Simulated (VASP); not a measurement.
# Ge48PH19 in VASP: a series of runs, part 2 of 2

VASP 6.6.1. The steps go on from the part before.

## 3. Single point, PBE

INCAR reads:

```
PREC = Accurate
ENCUT = 400
EDIFF = 1E-6
ISMEAR = 0
SIGMA = 0.05
LREAL = Auto
LASPH = T
NELM = 60
ALGO = Normal
ISIF = 2
LWAVE = F
LCHARG = F
GGA = PE
NBANDS = 388
ISYM = 0
NCORE = 4
```

KPOINTS reads:

```
Automatic mesh
0
Gamma
  1 1 1
```

POSCAR reads:

```
Ge48PH19                                
1.0
    8.0016203359      8.0016203359      0.0000000000
   -8.0016203359      8.0016203359      0.0000000000
    0.0000000000      0.0000000000     23.7419000000
  Ge              H               P             
    48    19     1
Selective dynamics
Direct
     0.6852101726000422    0.3142891664750986    0.4205645719494973   T   T   T
     0.8123869635728218    0.6808061986313091    0.4205725012720704   T   T   T
     0.0495971329780872    0.9502881267652349    0.4363265467135337   T   T   T
     0.3189716461081674    0.1873958767493798    0.4206589597328402   T   T   T
     0.9682828002506705    0.5335272526888514    0.4556024759578887   T   T   T
     0.2069228964181127    0.7928674235541608    0.4347668567877366   T   T   T
[... 32 lines left out ...]
     0.5028357437094949    0.9972102846791201    0.2039282521121492   T   T   T
     0.4957775953710434    0.5041957328878849    0.2040728864920527   T   T   T
     0.8750000000000000    0.3750000000000000    0.1448662490999979   F   F   F
     0.8750000000000000    0.8750000000000000    0.1448662490999979   F   F   F
     0.1250000000000000    0.1250000000000000    0.1448662490999979   F   F   F
     0.3750000000000000    0.3750000000000000    0.1448662490999979   F   F   F
     0.1250000000000000    0.6250000000000000    0.1448662490999979   F   F   F
     0.3750000000000000    0.8750000000000000    0.1448662490999979   F   F   F
[... 16 lines left out ...]
     0.7010221023000014    0.5489778976999986    0.1052990704000010   F   F   F
     0.5489778976999986    0.7010221023000014    0.1052990704000010   F   F   F
     0.2772566215500911    0.8661575427246858    0.5434022567787197   T   T   T
     0.1366478832953955    0.7487012010812875    0.5472882567107326   T   T   T
     0.0136873983906750    0.9862007116022405    0.4972192032677777   T   T   T
     0.2566548355087342    0.7453655626009166    0.5282943871322306   T   T   T
```

Potentials or basis: VASP PAW PBE potentials, release 64 (Ge_d, H, P).

On the command line:

```bash
$ cat potpaw_PBE.64/Ge_d/POTCAR potpaw_PBE.64/H/POTCAR potpaw_PBE.64/P/POTCAR > POTCAR
$ mpirun -np 8 vasp_gam > vasp.out
```

Wall time 2.9 min (8 MPI ranks of AMD EPYC 9R45 (Zen 5), shared host); peak memory 0.4 GiB.

It converged, with:

```
Free energy            : -273.5226 eV
Largest force          : 0.274 eV/Å
Band gap on the k mesh : 0.43 eV, direct
```

Forces in eV/Å, atoms in the order of the input:
```
Ge  -0.063 -0.001  0.019
Ge   0.085 -0.020 -0.001
Ge  -0.024 -0.001  0.068
Ge   0.084  0.018  0.000
Ge  -0.053 -0.018  0.041
Ge   0.007 -0.002  0.071
Ge  -0.053  0.018  0.041
Ge   0.064 -0.001  0.042
Ge  -0.027  0.006  0.091
Ge   0.001 -0.016  0.067
Ge   0.000  0.013  0.068
Ge   0.028  0.000  0.077
Ge  -0.012 -0.036  0.063
Ge  -0.012  0.036  0.062
Ge  -0.025 -0.007  0.091
Ge   0.027 -0.002  0.078
Ge   0.010 -0.001  0.036
Ge  -0.012 -0.026  0.045
Ge  -0.013  0.028  0.045
Ge   0.003 -0.005  0.089
Ge  -0.001 -0.003  0.031
Ge  -0.002  0.002  0.030
Ge   0.010  0.001  0.036
Ge   0.002  0.010  0.090
Ge   0.002  0.000 -0.011
Ge  -0.004  0.012 -0.020
Ge   0.002  0.002 -0.030
Ge  -0.003 -0.010 -0.020
Ge  -0.002  0.002 -0.009
Ge   0.007  0.000 -0.010
Ge  -0.002 -0.002 -0.009
Ge   0.001  0.001 -0.019
Ge   0.014  0.000 -0.044
Ge  -0.005  0.002 -0.044
Ge  -0.001  0.000 -0.049
Ge  -0.005 -0.002 -0.044
Ge   0.008 -0.002 -0.047
Ge   0.012  0.000 -0.046
Ge   0.008  0.002 -0.046
Ge  -0.004  0.000 -0.040
Ge   0.191  0.029 -0.121
Ge  -0.233  0.006 -0.143
Ge  -0.232 -0.006 -0.137
Ge  -0.233  0.025 -0.134
Ge   0.180 -0.009 -0.126
Ge   0.182  0.010 -0.128
Ge   0.191 -0.028 -0.120
Ge  -0.233 -0.028 -0.132
H   -0.078 -0.032 -0.013
H    0.047  0.014  0.036
H   -0.042  0.009  0.038
H    0.086 -0.007 -0.029
H   -0.041 -0.010  0.038
H    0.086  0.009 -0.029
H   -0.044  0.016  0.035
H    0.101 -0.013 -0.023
H   -0.093  0.012 -0.011
H    0.051 -0.007  0.027
H   -0.093 -0.008 -0.011
H    0.050  0.007  0.027
H   -0.078  0.033 -0.013
H    0.047 -0.015  0.036
H   -0.044 -0.016  0.035
H    0.101  0.013 -0.023
H    0.021 -0.003  0.019
H    0.028 -0.006  0.021
H    0.002 -0.001  0.010
P    0.026  0.008  0.078
```

Levels at points of the mesh, in eV from the valence-band top:
| k point | band 346 | band 347 | band 348 | band 349 | band 350 | band 351 |
| --- | --- | --- | --- | --- | --- | --- |
| (0.00, 0.00, 0.00) | -0.26 | -0.22 | 0.00 | 0.43 | 0.86 | 1.03 |

A hybrid or GW would open this gap; PBE tends to underestimate it.

## 4. Single point, RPBE

Changes to INCAR since step 3:

```diff
@@ -12,3 +12,3 @@
 LCHARG = F
-GGA = PE
+GGA = RP
 NBANDS = 388
```

KPOINTS is that of step 3.

POSCAR is that of step 3.

On the command line:

```bash
$ cat potpaw_PBE.64/Ge_d/POTCAR potpaw_PBE.64/H/POTCAR potpaw_PBE.64/P/POTCAR > POTCAR
$ mpirun -np 8 vasp_gam > vasp.out
```

Run time: 2.9 min. Hardware: 8 MPI ranks of AMD EPYC 9R45 (Zen 5), shared host; peak memory 0.39 GiB.

It converged, with:

| Quantity | Value |
| --- | --- |
| Free energy | -258.8793 eV |
| Largest force | 0.355 eV/Å |
| Band gap on the k mesh | 0.47 eV, direct |

Forces on the atoms (eV/Å):
```
Ge  -0.037  0.000  0.101
Ge   0.064 -0.017  0.095
Ge  -0.061 -0.001  0.163
Ge   0.063  0.016  0.096
Ge  -0.005 -0.034  0.205
Ge   0.023 -0.002  0.090
Ge  -0.005  0.038  0.200
Ge   0.034 -0.001  0.220
Ge   0.012  0.013  0.131
Ge  -0.048 -0.015  0.100
Ge  -0.049  0.012  0.101
Ge  -0.007  0.011  0.105
Ge   0.018 -0.051  0.082
Ge   0.018  0.051  0.081
Ge   0.013 -0.014  0.130
Ge  -0.007 -0.013  0.105
Ge   0.009 -0.002  0.053
Ge  -0.012 -0.026  0.053
Ge  -0.013  0.027  0.052
Ge  -0.001 -0.001  0.101
Ge   0.001 -0.007  0.044
Ge   0.000  0.007  0.044
Ge   0.008  0.002  0.053
Ge  -0.003  0.004  0.102
Ge   0.003  0.000 -0.013
Ge  -0.006  0.012 -0.025
Ge  -0.005  0.002 -0.039
Ge  -0.005 -0.010 -0.025
Ge  -0.001  0.004 -0.013
Ge   0.009  0.000 -0.011
Ge  -0.001 -0.004 -0.012
Ge   0.001  0.001 -0.023
Ge   0.020  0.000 -0.043
Ge  -0.015  0.002 -0.043
Ge  -0.008  0.000 -0.051
Ge  -0.015 -0.002 -0.043
Ge   0.020 -0.002 -0.049
Ge   0.021  0.000 -0.045
Ge   0.019  0.002 -0.049
Ge  -0.014  0.000 -0.043
Ge   0.192  0.031 -0.247
Ge  -0.233  0.009 -0.268
Ge  -0.232 -0.009 -0.262
Ge  -0.233  0.028 -0.259
Ge   0.182 -0.011 -0.252
Ge   0.183  0.012 -0.254
Ge   0.192 -0.030 -0.246
Ge  -0.234 -0.031 -0.257
H   -0.112 -0.031 -0.040
H    0.081  0.014  0.011
H   -0.077  0.010  0.014
H    0.119 -0.007 -0.056
H   -0.076 -0.010  0.013
H    0.119  0.010 -0.056
H   -0.078  0.017  0.011
H    0.134 -0.013 -0.051
H   -0.126  0.011 -0.038
H    0.085 -0.007  0.002
H   -0.127 -0.008 -0.039
H    0.085  0.007  0.002
H   -0.112  0.033 -0.040
H    0.081 -0.015  0.011
H   -0.078 -0.017  0.011
H    0.134  0.013 -0.051
H    0.025 -0.002  0.041
H    0.030 -0.013  0.042
H   -0.023  0.000  0.057
P    0.061  0.011  0.220
```

Levels at points of the mesh, in eV from the valence-band top:
| k point | band 345 | band 346 | band 347 | band 348 | band 349 | band 350 | band 351 | band 352 |
| --- | --- | --- | --- | --- | --- | --- | --- | --- |
| (0.00, 0.00, 0.00) | -0.38 | -0.26 | -0.22 | 0.00 | 0.47 | 0.89 | 1.09 | 1.20 |

Caveat: the PAW data sets were made with another functional, which shifts forces and pressure a little. As with any semilocal functional, this RPBE gap is likely too small.

## 5. The runs side by side

| task | level | cell | gap on the mesh (eV) | largest force (eV/Å) |
| --- | --- | --- | --- | --- |
| relaxation of the atoms | PBE+D3(BJ) | atoms relaxed | 0.43 | - |
| single point | PBE | as given | 0.43 | 0.27 |
| single point | RPBE | as given | 0.47 | 0.36 |

Alike in all rows: potentials or basis VASP PAW PBE potentials, release 64 (Ge_d, H, P); no spin polarisation; k mesh 1 × 1 × 1; cutoff (eV) 400; smearing gaussian 0.05 eV.

Caveats: the PAW data sets were made with another functional, which shifts forces and pressure a little (some runs).

Total energies depend on the potentials used, so only differences within one code and one set of settings carry meaning.
